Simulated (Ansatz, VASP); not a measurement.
# Cross-check of BaTiO3 between VASP and Ansatz, part 2 of 2

Aim: how closely do two programs agree when they are given the same cell, functional and k mesh?

VASP 6.6.1 and Ansatz 0.2.0.

So far: The structure; VASP: band structure, r2SCAN-EpsX with an exact-exchange share of 0.162.

**3. Ansatz: band structure, r2SCAN-EpsX with an exact-exchange share of 0.162**

Level of this step: Ansatz beside VASP: Kohn-Sham DFT, plane waves, r2SCAN-EpsX (Ansatz).

Ansatz runs on its default PAW (the set named soft_2) files.

The same cell, functional, mesh and smearing now go to Ansatz, which takes its cutoff from its data sets.

Contents of input.yaml:

```yaml
crystal:
  lattice:
    - [3.99048, 0.0, 0.0]
    - [0.0, 3.99048, 0.0]
    - [0.0, 0.0, 4.02303]
  atoms:
    - { symbol: Ba, position: [0.0, 0.0, 0.0] }
    - { symbol: Ti, position: [0.5, 0.5, 0.522] }
    - { symbol: O, position: [0.5, 0.5, 0.979] }
    - { symbol: O, position: [0.5, 0.0, 0.488] }
    - { symbol: O, position: [0.0, 0.5, 0.488] }
hamiltonian:
  xc: { exchange: r2scan, correlation: r2scan, exx: { coeff: 0.162 } }
  pseudopotentials: { kind: paw }
kpoints:
  mp_grid: { grid: [4, 4, 4] }
  band_path:
    path:
      - [0.0, 0.0, 0.0]
      - [0.0, 0.4, 0.0]
      - [0.3, 0.5, 0.0]
      - [0.3, 0.3, 0.0]
      - [0.0, 0.0, 0.1]
      - [0.0, 0.0, 0.5]
      - [0.0, 0.4, 0.5]
      - [0.3, 0.5, 0.5]
      - [0.5, 0.5, 0.5]
      - [0.3, 0.3, 0.5]
      - [0.0, 0.5, 0.1]
      - [0.5, 0.5, 0.0]
      - [0.5, 0.5, 0.5]
    npoints: 1
scf:
  occupations: { method: gaussian, width: 0.02 }
  n_extra_bands: 8
output:
  forces: true
  stress: true
  eigenvalues: true
  write_density: true
  write_potential: true
  elf: true
  volumetric_format: npy
```

Run with:

```bash
$ ansatz run input.yaml --threads 4 --pin off --max-ram 9216MiB --backend cpu --events-out ev --progress --plain --runs-dir out
```

Numbers of over 12 decimals in the logs are rounded to 6 here.

The program printed:

```text
Warning: output.stress: scf.convergence.dr2_threshold = 1e-7 eV (the SCF's general default) is looser than the 5e-10 eV advised for a printed stress (1e-10 eV for each atom of the cell: 5). What an SCF threshold leaves in a stress goes as its square root, and in the free energy as the threshold itself, and one threshold admits the most on a small cell: [figures from the program's tests cut] Set scf.convergence.dr2_threshold to 5e-10 eV or tighter. The threshold is an SCF's pass mark: one that does not reach it within its budget of iterations ends unconverged, or closes short of it on a stop that the run arms, and scf.convergence.dr2_threshold's page says what that costs each kind of run
Warning: output.stress: scf.exx.energy_threshold = 1e-6 eV is looser than the 5e-8 eV advised for a stress under a hybrid functional (1e-8 eV for each atom of the cell: 5). Every SCF of the exchange loop can meet its threshold on dr2 while the loop round them stops early: no threshold on dr2 bounds what that leaves in the stress. Set scf.exx.energy_threshold to 5e-8 eV or tighter. The threshold is the loop's pass mark: a loop that does not reach it within its budget of cycles ends unconverged, and scf.exx.energy_threshold's page has the law
scf.n_extra_bands = 8 over 20 filled bands (N_el = 40.0): the run solves 28 bands
Engine: ansatz 0.2.0, aarch64-unknown-linux-gnu
Pseudopotentials: kind: paw
Pseudopotential: Ba, paw, valence charge 10, recommended cutoff 500 eV (meta_gga), Ba.paw.azcp
Pseudopotential: Ti, paw, valence charge 12, recommended cutoff 500 eV (meta_gga), Ti.paw.azcp
Pseudopotential: O, paw, valence charge 6, recommended cutoff 500 eV (meta_gga), O.paw.azcp
Functional definition: unnamed
  parameter a_1 = 0.162
  exchange = (1 - a_1)*r2scan_x + a_1*exact_x
  correlation = r2scan_c
Crystal: 5 atoms, lattice volume = 64.062 Å³
Basis set: ecut = 500 eV, 1615 PW (Γ), exchange–correlation on 120×120×120 points (64 copies of the dense FFT grid, shifted against one another)
Bands: 28, of which v1, the nominal top of the filled ones, is band 20 counted from 1 (19 counted from 0)
Symmetry: 8 space group operations
Space group: P4mm (ITA 99), of the structure as read, at distance tolerance 4.0e-5 Å
k-points: 18 of 64 (time reversal used)
Non-local potential: Ba, projectors of the file, l = 0: 3, l = 1: 2, l = 2: 2, l = 3: 2
Non-local potential: Ti, projectors of the file, l = 0: 3, l = 1: 2, l = 2: 3, l = 3: 1
Non-local potential: O, projectors of the file, l = 0: 2, l = 1: 2, l = 2: 1
PAW form: soft (Blöchl's): semilocal exchange-correlation on the pseudo side does not see the compensation charge
PAW frozen core: Ba, regenerated for the run's functional, and the local potential with it (the file was generated under x = pbe(κ = 0.804, μ = 0.219515), c = pbe(β = 0.066725))
PAW frozen core: Ti, regenerated for the run's functional, and the local potential with it (the file was generated under x = pbe(κ = 0.804, μ = 0.219515), c = pbe(β = 0.066725))
PAW frozen core: O, regenerated for the run's functional, and the local potential with it (the file was generated under x = pbe(κ = 0.804, μ = 0.219515), c = pbe(β = 0.066725))
PAW one-centre angular grid: Ba, 302 points (default); XC on 160 Gauss nodes
PAW one-centre angular grid: Ti, 590 points (default); XC on 160 Gauss nodes
PAW one-centre angular grid: O, 302 points (default); XC on 160 Gauss nodes
Initial density: superposition of atomic densities (neutral atoms: chi_scale 0, normalization atom), corrected by the library's trained network
Initial wavefunctions: pseudopotential atomic-orbital guess
Functional: x = r2scan, c = r2scan; τ floored in thin density (d = 2e-4 eV/Å³), warm-up for x = 0.838 r2scan + 0.162 exact, c = r2scan; τ floored in thin density (d = 2e-4 eV/Å³)
SCF iter   1: F=—  HF=-10183.712301 eV  |F-HF|=—  |Δ(HF+E_count)|=         —  Δρ=2.15e-2  dr2=3.73e-1  dr2_τ=2.47e-1  ethr=1.77e-3  ⟨swp⟩=12.9  Hψ=2608  notcnv=1
preconditioner: auto → none  [insulator: Δε(μ)=2.724 eV  Ē_g=14.390 eV  σ=0.020 eV  W_gap=1.00  n_scr=18 (ndim 8)  ℏωp=26.2 eV  f_vac=0.000  D(μ)=0.00/eV (n_scr^D=0)]
SCF iter   2: F=—  HF=-10183.931897 eV  |F-HF|=—  |Δ(HF+E_count)|=   2.20e-1  Δρ=3.18e-2  dr2=6.98e-1  dr2_τ=6.88e-2  ethr=9.33e-4  ⟨swp⟩=4.9  Hψ=1562  notcnv=0  defer=2
iter 3 solved again at ethr=6.26e-5 eV; its pass at ethr=9.33e-4 eV (dr2=2.50e-2 eV) is discarded
SCF iter   3: F=—  HF=-10183.815020 eV  |F-HF|=—  |Δ(HF+E_count)|=   1.17e-1  Δρ=7.53e-3  dr2=2.36e-2  dr2_τ=1.26e-3  ethr=6.26e-5  ⟨swp⟩=4.6  Hψ=2307  notcnv=0  defer=9
SCF iter   4: F=—  HF=-10183.812705 eV  |F-HF|=—  |Δ(HF+E_count)|=   2.31e-3  Δρ=3.02e-3  dr2=7.63e-3  dr2_τ=3.75e-4  ethr=5.90e-5  ⟨swp⟩=2.6  Hψ=1019  notcnv=0  defer=3
SCF iter   5: F=—  HF=-10183.811491 eV  |F-HF|=—  |Δ(HF+E_count)|=   1.21e-3  Δρ=9.98e-4  dr2=8.15e-4  dr2_τ=3.95e-5  ethr=1.91e-5  ⟨swp⟩=4.4  Hψ=1167  notcnv=0  defer=9
SCF iter   6: F=-10183.811324 eV  HF=-10183.811378 eV  |F-HF|=5.33e-5  |Δ(HF+E_count)|=   1.13e-4  Δρ=3.25e-4  dr2=6.37e-5  dr2_τ=9.14e-6  ethr=2.04e-6  ⟨swp⟩=4.4  Hψ=1263  notcnv=0  defer=10
SCF 1 stopped early in 6 iterations: F = -10183.811324 eV  dr2 = 6.37e-5
  greatest PAW one-centre occupation: 0.999 electrons in one spin orbital (limit 2), on the Ti atom at site 1 (counted from 0), in its partial waves of l = 0
Initial density: handed on by an earlier stage of this run
Initial wavefunctions: those handed on with the density
Functional: x = 0.838 r2scan + 0.162 exact, c = r2scan; τ floored in thin density (d = 2e-4 eV/Å³)
Frozen-core exchange: fock
SCF iter   1: F=—  HF=-10182.277054 eV  |F-HF|=—  |Δ(HF+E_count)|=         —  Δρ=1.64e-2  dr2=2.61e-1  dr2_τ=8.74e-3  ethr=1.59e-6  ⟨swp⟩=10.0  Hψ=2667  notcnv=0
preconditioner: auto → none  [insulator: Δε(μ)=4.059 eV  Ē_g=16.109 eV  σ=0.020 eV  W_gap=1.00  n_scr=18 (ndim 8)  ℏωp=26.2 eV  f_vac=0.000  D(μ)=0.00/eV (n_scr^D=0)]
SCF iter   2: F=—  HF=-10182.216534 eV  |F-HF|=—  |Δ(HF+E_count)|=   6.05e-2  Δρ=2.94e-3  dr2=8.27e-3  dr2_τ=5.93e-4  ethr=1.59e-6  ⟨swp⟩=5.9  Hψ=2033  notcnv=0
SCF iter   3: F=—  HF=-10182.222413 eV  |F-HF|=—  |Δ(HF+E_count)|=   5.88e-3  Δρ=1.82e-3  dr2=3.25e-3  dr2_τ=1.00e-4  ethr=1.59e-6  ⟨swp⟩=4.2  Hψ=1576  notcnv=0  defer=1
SCF iter   4: F=—  HF=-10182.221758 eV  |F-HF|=—  |Δ(HF+E_count)|=   6.54e-4  Δρ=3.88e-4  dr2=7.47e-5  dr2_τ=8.97e-6  ethr=1.59e-6  ⟨swp⟩=3.7  Hψ=1305  notcnv=0  defer=1
SCF iter   5: F=—  HF=-10182.221989 eV  |F-HF|=—  |Δ(HF+E_count)|=   2.30e-4  Δρ=5.44e-4  dr2=1.70e-4  dr2_τ=1.55e-5  ethr=1.17e-7  ⟨swp⟩=4.2  Hψ=1251  notcnv=0  defer=1
SCF iter   6: F=—  HF=-10182.221956 eV  |F-HF|=—  |Δ(HF+E_count)|=   3.25e-5  Δρ=1.57e-4  dr2=2.28e-5  dr2_τ=1.13e-6  ethr=1.17e-7  ⟨swp⟩=4.1  Hψ=1055  notcnv=0  defer=1
SCF iter   7: F=-10182.221951 eV  HF=-10182.221951 eV  |F-HF|=3.84e-7  |Δ(HF+E_count)|=   4.96e-6  Δρ=2.95e-5  dr2=9.79e-7  dr2_τ=2.89e-8  ethr=5.17e-8  ⟨swp⟩=2.6  Hψ=881  notcnv=0
SCF 2 stopped early in 7 iterations: F = -10182.221951 eV  dr2 = 9.79e-7
  Residual-converged pass: ⟨swp⟩=4.1  Hψ=1539  notcnv=0  max |occ|·‖R‖ = 6.7e-6 eV (tolerance 6.7e-6 eV)  dr2=8.86e-7  dr2_τ=2.19e-8  dr2_onsite=2.61e-8  max |Δocc| = 0.0e0
  greatest PAW one-centre occupation: 1.000 electrons in one spin orbital (limit 2), on the Ti atom at site 1 (counted from 0), in its partial waves of l = 0
hybrid outer 1: dexx = +7.151e-3 eV, tail = 1.28e-5 eV
Frozen-core exchange: fock
SCF iter   1: F=—  HF=-10182.221863 eV  |F-HF|=—  |Δ(HF+E_count)|=         —  Δρ=5.04e-5  dr2=1.41e-6  dr2_τ=1.56e-7  ethr=1.60e-7  ⟨swp⟩=6.2  Hψ=1323  notcnv=0
preconditioner: auto → none  [insulator: Δε(μ)=3.562 eV  Ē_g=15.829 eV  σ=0.020 eV  W_gap=1.00  n_scr=18 (ndim 8)  ℏωp=26.2 eV  f_vac=0.000  D(μ)=0.00/eV (n_scr^D=0)]
SCF iter   2: F=—  HF=-10182.221863 eV  |F-HF|=—  |Δ(HF+E_count)|=   4.77e-8  Δρ=2.66e-5  dr2=6.20e-7  dr2_τ=4.23e-8  ethr=3.05e-9  ⟨swp⟩=3.9  Hψ=1079  notcnv=0
SCF iter   3: F=—  HF=-10182.221863 eV  |F-HF|=—  |Δ(HF+E_count)|=   7.13e-8  Δρ=3.13e-6  dr2=3.06e-8  dr2_τ=9.69e-10  ethr=1.09e-9  ⟨swp⟩=2.8  Hψ=890  notcnv=0
SCF iter   4: F=—  HF=-10182.221863 eV  |F-HF|=—  |Δ(HF+E_count)|=   1.81e-7  Δρ=3.61e-6  dr2=9.17e-9  dr2_τ=4.00e-10  ethr=9.23e-12  ⟨swp⟩=5.3  Hψ=2022  notcnv=0  defer=3
SCF iter   5: F=-10182.221863 eV  HF=-10182.221863 eV  |F-HF|=8.48e-10  |Δ(HF+E_count)|=   1.46e-9  Δρ=1.06e-6  dr2=1.11e-9  dr2_τ=4.05e-11  ethr=9.23e-12  ⟨swp⟩=3.4  Hψ=1004  notcnv=0  defer=1
SCF 3 converged in 5 iterations: F = -10182.221863 eV  dr2 = 1.11e-9
  Residual-converged pass: ⟨swp⟩=3.5  Hψ=1214  notcnv=0  max |occ|·‖R‖ = 7.0e-7 eV (tolerance 7.0e-7 eV)  dr2=1.16e-9  dr2_τ=4.48e-11  dr2_onsite=7.89e-11  max |Δocc| = 0.0e0
hybrid outer 2: dexx = +1.804e-7 eV, tail = 4.52e-9 eV, Δε = 1.47e-3 eV (about 2.99e-5 eV left of the loop's levels), ΔF = 4.07e-3 eV/Å (tail 3.27e-4)
NSCF: frozen V_eff on 13 k-points
hybrid SCF converged: 2 outer / 12 inner (+6 warm-up), last move |dexx| = 1.80e-7 eV, tail = 4.52e-9 eV
Stability not checked: this state was not tested for a lower state beside it, because the functional holds exact exchange (a hybrid, or Hartree-Fock), whose exchange loop this test does not read (fock_operator; see scf.lower_state_search)
Free energy (F): -10182.221863 eV
Frozen-core exchange: fock
Harris-Foulkes:  -10182.221863 eV  (|F-HF|=8.48e-10)
Internal energy: -10182.221863 eV  (E = F + TS)
E sigma→0 (E₀):  -10182.221863 eV
Fermi energy:    11.026390 eV
--- Per-component energies (eV) ---
  E_band       = -229.761393
  E_kinetic    = 974.961038
  E_local      = -2096.175177  (includes V_loc(G=0)·N_el)
  E_nonlocal   = 196.248382
  E_hartree    = 818.034825
  E_xc         = -406.277421
  E_vxc        = -510.803451  (∫ρ·V_xc dr)
  E_exx        = -86.732952  (= α·E_x^exact, valence–valence)
  E_paw        = -6765.656887  (= ΣΔE_a)
  E_vpaw       = -284.949878  (= ΣTr[D̂ρ^β])
  E_aug_tail   = 0.003165  (compensation charges beyond the density's cutoff)
  E_vtau       = 28.350127  (kinetic-family band-sum trace: ∫τ·v_τ [+ j·A + Jᵃ·Aᵃ] dr)
  E_ewald      = -2816.176581
  E_core_change = -0.450256  (= ΣΔE_core)
  E_smearing   = -0.000000  (= −TS)
  E_closure    = 0.000000  (closes the sum)
  Σ components = -10182.221863   (vs F -10182.221863, Δ=-1.82e-12)
--- Forces (eV/Å), atoms counted from 1 ---
  atom   1  Ba     0.00000000    -0.00000000     0.15905465
  atom   2  Ti    -0.00000000    -0.00000000     0.03707200
  atom   3  O     -0.00000000    -0.00000000    -0.31849939
  atom   4  O      0.00000000     0.00000000     0.06133769
  atom   5  O      0.00000000     0.00000000     0.06133769
  max |Σ_I F_I| component: 3.03e-4 eV/Å
--- Stress (GPa, compression-positive) ---
       -2.374989       0.000000       0.000000
        0.000000      -2.374989       0.000000
        0.000000       0.000000      -0.286327
  P = ⅓ Tr σ = -1.6788 GPa (-16.788 kbar)
--- Band table (eV; the first three rows and the last of 18) ---
  k-point 0: bands = [... 16 lower, 7.9684, 8.8048, 8.9179, 8.9179, 12.8070, 13.1594, 13.1594, 14.9795, ... 4 higher]
  k-point 1: bands = [... 16 lower, 7.5702, 7.8814, 8.7117, 8.7117, 12.8742, 13.9757, 13.9757, 14.9784, ... 4 higher]
  k-point 2: bands = [... 16 lower, 7.2152, 7.2237, 8.5251, 8.5251, 12.9442, 14.7333, 14.7333, 14.9797, ... 4 higher]
  k-point 17: bands = [... 16 lower, 6.7515, 9.0570, 9.0570, 9.2458, 15.3873, 15.3873, 15.3987, 17.7818, ... 4 higher]
```

Run time: 83 s. Hardware: 4 threads of Arm Neoverse V1, shared host; peak memory 1.9 GiB.

The column dr2 measures how far the density is from self-consistency, as an energy; F and HF (Harris–Foulkes) agree once it is small.

**4. Comparison**

Known differences besides the potentials themselves: exact exchange at q = 0 is treated differently, which shows on coarse meshes; VASP keeps PBE cores, Ansatz makes them for the functional; the cutoff is 500 eV in Ansatz and 520 eV in VASP; VASP takes a coarser grid for exact exchange (PRECFOCK = Fast). Total energies have different zeros and are not compared.

Compared:

```csv
quantity,Ansatz,VASP,difference
gap over the path points (eV),3.561,3.535,+0.026
```

Forces (eV/Å; atoms numbered as in POSCAR):

```csv
atom,"Ansatz x, y, z","VASP x, y, z"
Ba1,"0.000, 0.000, 0.159","0.000, 0.000, 0.145"
Ti2,"0.000, 0.000, 0.037","0.000, 0.000, -0.095"
O3,"0.000, 0.000, -0.318","0.000, 0.000, -0.186"
O4,"0.000, 0.000, 0.061","0.000, 0.000, 0.068"
O5,"0.000, 0.000, 0.061","0.000, 0.000, 0.068"
```

Levels at points of the path, from each program's valence-band top (eV; 4 filled, then empty):

```csv
k (reciprocal lattice),Ansatz,VASP
0.000 0.000 0.000,-1.28 -0.44 -0.33 -0.33 3.56 3.91 3.91,-1.26 -0.48 -0.37 -0.37 3.54 3.89 3.89
0.000 0.400 0.000,-1.90 -1.68 -1.09 -0.96 4.02 5.22 5.26,-1.92 -1.71 -1.13 -1.00 4.02 5.21 5.24
0.300 0.500 0.000,-1.82 -1.45 -1.22 -0.33 4.86 5.46 5.66,-1.85 -1.49 -1.26 -0.37 4.85 5.44 5.64
0.300 0.300 0.000,-2.03 -1.22 -1.18 -0.42 4.74 4.96 5.28,-2.07 -1.25 -1.22 -0.45 4.73 4.94 5.26
0.000 0.000 0.100,-1.36 -0.65 -0.37 -0.37 3.57 4.08 4.08,-1.35 -0.69 -0.41 -0.41 3.55 4.05 4.05
0.000 0.000 0.500,-2.03 -2.02 -0.72 -0.72 3.70 5.49 5.49,-2.09 -2.08 -0.77 -0.77 3.71 5.48 5.48
0.000 0.400 0.500,-1.78 -1.06 -0.98 -0.30 5.27 5.51 5.82,-1.82 -1.10 -1.02 -0.34 5.26 5.49 5.79
0.300 0.500 0.500,-2.53 -0.53 -0.39 -0.21 5.86 5.87 6.06,-2.59 -0.54 -0.41 -0.22 5.84 5.85 6.04
0.500 0.500 0.500,-2.49 -0.19 -0.19 0.00 6.14 6.14 6.15,-2.55 -0.19 -0.19 0.00 6.13 6.13 6.14
0.300 0.300 0.500,-2.41 -0.71 -0.59 -0.49 5.49 5.76 5.81,-2.46 -0.73 -0.63 -0.50 5.47 5.75 5.79
```

The forces differ by 49 meV/Å r.m.s., which is 69.3 % of the r.m.s. force of 0.07 eV/Å (both taken over all components). Among the levels compared at these points, filled levels agree within 59 meV and empty ones within 27 meV.

**5. What the set-up changes**

Further runs change the set-up of one program: Ansatz's method, potentials or start, or VASP's data sets, cutoff or form of LDA. The table gives Ansatz less VASP for each quantity, since a change that brings one quantity closer may part another.

```csv
run,r.m.s. force difference (meV/Å),gap over the path points (eV)
as above,49,0.026
cores kept as stored,48,0.026
Ansatz's larger PAW set (cutoff 910 eV),53,0.019
norm-conserving potentials (cutoff 1290 eV),29,-7.0e-4
```

**6. Results**

```
r.m.s. force difference (band structure, r2SCAN-EpsX with an exact-exchange share of 0.162) : 49 meV/Å
```

**Reading.** The r.m.s. force difference is 49 meV/Å (band structure, r2SCAN-EpsX with an exact-exchange share of 0.162), beyond the 12 meV/Å picked in this series as the mark of a large difference. Band structure, r2SCAN-EpsX with an exact-exchange share of 0.162, Ansatz's larger PAW set (cutoff 910 eV): the difference in gap over the path points goes from 0.026 to 0.019 eV. Band structure, r2SCAN-EpsX with an exact-exchange share of 0.162, norm-conserving potentials (cutoff 1290 eV): r.m.s. force difference goes from 49 to 29 meV/Å; the difference in gap over the path points goes from 0.026 to -7.0e-4 eV. How closely two codes agree says nothing of how well the functional describes the real material.

[Lines on the potential files, build, host, timing and source positions are cut from VASP's logs without a mark.]

[Logs are printed without paths, hosts, clocks, repeated set-up lines and the standing remarks that a program may print on its own settings, such as how far it seeks lower states.]

[Hosts, paths, dates, database ids (printed as entryN), source tags and the programs' standing remarks are cut or masked in the printed files.]
